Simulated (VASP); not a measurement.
Mg4C, 5 atoms in the cell. The cell holds a slab with vacuum, 5 atoms: a = 3.147 Å, b = 3.147 Å, c = 23.061 Å, α = 90.00°, β = 90.00°, γ = 120.00°.  The cell isn't the ideal one: C over (1/6, 4/6) of the surface cell, its height relaxed.

```yaml
Program: VASP 6.6.1
Task: single point
Functional: LDA
Potentials_or_basis: VASP PAW LDA potentials, release 64 (Mg, C)
Cutoff: 520 eV
k_mesh: 9 × 9 × 1
Occupations: gaussian, width 0.1 eV
Spin: no spin polarisation
Dipole_correction: yes
Further_INCAR_settings: ALGO = Fast; EDIFF = 1e-06; NBANDS = 14
```

Potentials or basis: VASP PAW LDA potentials, release 64 (Mg, C).

The run is started by

```console
$ cat potpaw_LDA.64/Mg/POTCAR potpaw_LDA.64/C/POTCAR > POTCAR
$ mpirun -np 1 vasp_std > vasp.out
```

Hardware: 1 thread of AMD EPYC 9R45 96-Core Processor (Zen 5) (shared host).

**Question.** Estimate the wall time of this run.

**Answer.** It took 2.7 min on 1 thread of AMD EPYC 9R45 96-Core Processor (Zen 5), with other jobs on the host, peak memory 0.28 GiB. Counts: scf iterations 27, k points 41.
